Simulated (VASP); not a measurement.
Calculation: PBEsol GGA, VASP's PBE PAW potentials (set 64) (plane waves; VASP).

The input files of a VASP run:

POSCAR:
```
CuI
1
   -0.0000000000     2.6328109943     2.6328109943
    2.6328109943    -0.0000000000     2.6328109943
    2.6328109943     2.6328109943     0.0000000000
Cu I
1 1
Direct
  0.0000000000   0.0000000000   0.0000000000
  0.2500000000   0.2500000000   0.2500000000
```

**KPOINTS**
```
K-points
0
gamma
 9 9 9
```

### INCAR
```
! general
SYSTEM   =  CuI
PREC     =  Accurate
ENCUT    =  500   ! plane-wave cut-off (eV)
LREAL    =  F   ! projection in real space or not
LASPH    =  T   ! aspherical one-centre terms

! electronic loop
EDIFF    =  1E-6
NELM     =  100   ! most electronic steps
ALGO     =  Normal
LMAXMIX  =  4   ! l cut-off of mixed one-centre charges

! smearing
ISMEAR   =  0
SIGMA    =  0.05

! functional
GGA      =  PS

! ions
IBRION   =  2   ! conjugate gradients
NSW      =  40   ! most ionic steps
ISIF     =  3   ! ions, shape and volume
EDIFFG   =  -0.02   ! ionic stop
PSTRESS  =  450   ! kbar

! output
LWAVE    =  F
LCHARG   =  F
```

POTCAR, in this order: Cu I (PBE.64 set). Program: vasp_std.

The run wrote:

OUTCAR:
```
 ion  position               nearest neighbor table
   1  0.000  0.000  0.000-   2 2.28   2 2.28   2 2.28   2 2.28
   2  0.250  0.250  0.250-   1 2.28   1 2.28   1 2.28   1 2.28
  LATTYP: Found a face centered cubic cell.
 ALAT       =     5.2656219886
 Subroutine PRICEL returns:
 Original cell was already a primitive cell.
 Subroutine GETGRP returns: Found 24 space group operations
The static configuration has the point symmetry T_d .
The dynamic configuration has the point symmetry T_d .
 Subroutine INISYM returns: Found 24 space group operations
 Subroutine IBZKPT returns following result:
 Found     35 irreducible k-points:

 Following reciprocal coordinates:
            Coordinates               Weight
  0.000000  0.000000  0.000000      1.000000
  0.111111  0.000000  0.000000      8.000000
  0.222222  0.000000  0.000000      8.000000
  0.333333  0.000000  0.000000      8.000000
  0.444444  0.000000  0.000000      8.000000
  0.111111  0.111111  0.000000      6.000000
  0.222222  0.111111  0.000000     24.000000
  0.333333  0.111111  0.000000     24.000000
  0.444444  0.111111  0.000000     24.000000
...
```

### OSZICAR
```
       N       E                     dE             d eps       ncg     rms          rms(c)
DAV:   1     0.112571637586E+03    0.11257E+03   -0.85386E+03   915   0.170E+03
DAV:   2     0.260895085877E+01   -0.10996E+03   -0.10323E+03   930   0.294E+02
DAV:   3    -0.525442367329E+01   -0.78634E+01   -0.77747E+01  1215   0.911E+01
DAV:   4    -0.547441504681E+01   -0.21999E+00   -0.21989E+00  1127   0.134E+01
DAV:   5    -0.548255559376E+01   -0.81405E-02   -0.81404E-02  1331   0.265E+00    0.101E+01
DAV:   6    -0.522396614387E+01    0.25859E+00   -0.96293E+00   975   0.109E+02    0.660E+00
DAV:   7    -0.477109607652E+01    0.45287E+00   -0.22035E+00  1095   0.624E+01    0.345E+00
DAV:   8    -0.476273998805E+01    0.83561E-02   -0.12103E-01  1394   0.696E+00    0.900E-01
DAV:   9    -0.475190554429E+01    0.10834E-01   -0.45835E-02  1075   0.825E+00    0.211E-01
DAV:  10    -0.475219812216E+01   -0.29258E-03   -0.22424E-03  1402   0.643E-01    0.134E-01
DAV:  11    -0.475219253236E+01    0.55898E-05   -0.64467E-04  1160   0.100E+00    0.677E-02
DAV:  12    -0.475217008528E+01    0.22447E-04   -0.96977E-05  1130   0.347E-01    0.175E-02
DAV:  13    -0.475217030169E+01   -0.21641E-06   -0.27887E-06   832   0.247E-02
   1 F= 0.54994137E+01 E0= 0.54994137E+01  d E =0.549941E+01
       N       E                     dE             d eps       ncg     rms          rms(c)
DAV:   1    -0.479068444866E+01   -0.38514E-01   -0.49383E-02   965   0.651E+00    0.444E-01
DAV:   2    -0.478878914476E+01    0.18953E-02   -0.27591E-02  1030   0.663E+00    0.190E-01
DAV:   3    -0.478765678695E+01    0.11324E-02   -0.55553E-03  1020   0.304E+00    0.800E-02
DAV:   4    -0.478753236073E+01    0.12443E-03   -0.32656E-04  1120   0.245E-01    0.221E-02
DAV:   5    -0.478752833102E+01    0.40297E-05   -0.12028E-05  1378   0.952E-02    0.167E-02
DAV:   6    -0.478752595448E+01    0.23765E-05   -0.15988E-06   653   0.273E-02    0.306E-03
DAV:   7    -0.478752589065E+01    0.63829E-07   -0.10609E-06   567   0.238E-02
   2 F= 0.54997114E+01 E0= 0.54997114E+01  d E =0.297653E-03
       N       E                     dE             d eps       ncg     rms          rms(c)
DAV:   1    -0.475962461682E+01    0.27901E-01   -0.36010E-02   970   0.555E+00    0.382E-01
DAV:   2    -0.475828113511E+01    0.13435E-02   -0.20843E-02  1025   0.569E+00    0.167E-01
DAV:   3    -0.475740620078E+01    0.87493E-03   -0.42151E-03  1025   0.268E+00    0.671E-02
DAV:   4    -0.475731987769E+01    0.86323E-04   -0.23421E-04  1073   0.173E-01    0.202E-02
DAV:   5    -0.475731640254E+01    0.34752E-05   -0.10664E-05  1355   0.106E-01    0.146E-02
DAV:   6    -0.475731507149E+01    0.13310E-05   -0.14708E-06   582   0.201E-02    0.323E-03
DAV:   7    -0.475731496459E+01    0.10691E-06   -0.85630E-07   470   0.244E-02
   3 F= 0.54994164E+01 E0= 0.54994164E+01  d E =0.269286E-05
```

**OUTCAR**
```
------------------------ aborting loop because EDIFF is reached ----------------------------------------
  FORCE on cell =-STRESS in cart. coord.  units (eV):
  Direction    XX          YY          ZZ          XY          YZ          ZX
  --------------------------------------------------------------------------------------
  Total       10.2399285     10.2399285     10.2399285     -0.0000000     -0.0000000      0.0000000
  in kB      449.2627956    449.2627956    449.2627956     -0.0000000     -0.0000000      0.0000000
  external PRESSURE =      -0.7372044 kB  Pullay stress =     450.0000000 kB
  volume of cell :       36.52
      direct lattice vectors                 reciprocal lattice vectors
     0.000000000  2.633251568  2.633251568    -0.189879313  0.189879313  0.189879313
     2.633251568  0.000000000  2.633251568     0.189879313 -0.189879313  0.189879313
     2.633251568  2.633251568  0.000000000     0.189879313  0.189879313 -0.189879313
  FREE ENERGIE OF THE ION-ELECTRON SYSTEM (eV)
  ---------------------------------------------------
  free  energy   TOTEN  =        -4.7573149646 eV

  energy  without entropy=       -4.7573149646  energy(sigma->0) =       -4.75731496
  enthalpy is  TOTEN    =         5.4994164149 eV   P V=       10.2567313795

 reached required accuracy - stopping structural energy minimisation
```
(Selected blocks of OUTCAR.)

File CONTCAR:
```
CuI
   1.00000000000000
     0.0000000000000000    2.6332515684021662    2.6332515684021662
     2.6332515684021662    0.0000000000000000    2.6332515684021662
     2.6332515684021662    2.6332515684021662    0.0000000000000000
  Cu              I
     1     1
Direct
     0.0000000000000000    0.0000000000000000    0.0000000000000000
     0.2500000000000000    0.2500000000000000    0.2500000000000000
```

The structure was generated: CuI was put into the zinc blende type (F-43m), which need not be its known phase. This run relaxes it under an external pressure of 45 GPa. Symmetry was kept, so distortions that lower it aren't found.
